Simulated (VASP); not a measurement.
Here is the system:

```
CELL_PARAMETERS angstrom
      2.80018     0.00000     0.00000
      0.00000     2.80018     0.00000
      0.00000     0.00000     2.80018
ATOMIC_POSITIONS crystal
  Al 0.50000 0.50000 0.50000
  Ni 0.00000 0.00000 0.00000
```

These are PBE GGA with D3 dispersion (Becke-Johnson damping), VASP's PBE PAW potentials (set 64) (plane waves; VASP 6.6.1) values and carry that method's errors. Settings: 520 eV cut-off, 13×13×13 Γ-centred mesh, first-order Methfessel-Paxton smearing of 0.10 eV, potentials Al Ni.

Give the stress tensor in GPa (positive for a compressed cell).

```
11.83   0.00   0.00
 0.00  11.83   0.00
 0.00   0.00  11.83
```
The pressure is its mean diagonal, 11.83 GPa.

The compound is NiAl in the CsCl type structure. This cell is one point of a volume scan, at 0.94 of the reference volume. The run is not spin-polarised, so no magnetic state was tried. The electron count is odd and the run is not spin-polarised, which forces a metal.
